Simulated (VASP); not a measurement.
Input:

```
Pt3Ti
1.0
    3.98939     0.00000     0.00000
    0.00000     3.98939     0.00000
    0.00000     0.00000     3.98939
Ti Pt
1 3
Direct
  0.00000   0.00000   0.00000
  0.00000   0.50000   0.50000
  0.50000   0.00000   0.50000
  0.50000   0.50000   0.00000
```

Calculation: PBE GGA with D4 dispersion, VASP's PBE PAW potentials (set 64) (plane waves; VASP 6.6.1). Run with 520 eV cut-off, 8×8×8 Γ-centred mesh, first-order Methfessel-Paxton smearing of 0.10 eV, potentials Ti_sv Pt.

Task: Give the stress tensor in GPa (positive for a compressed cell).

Result: 
```
-12.73    0.00    0.00
  0.00  -12.73    0.00
  0.00    0.00  -12.73
```
The pressure is its mean diagonal, -12.73 GPa.

The compound is Pt3Ti in the L1_2 structure. This cell is one point of a volume scan, at 1.06 of the reference volume.
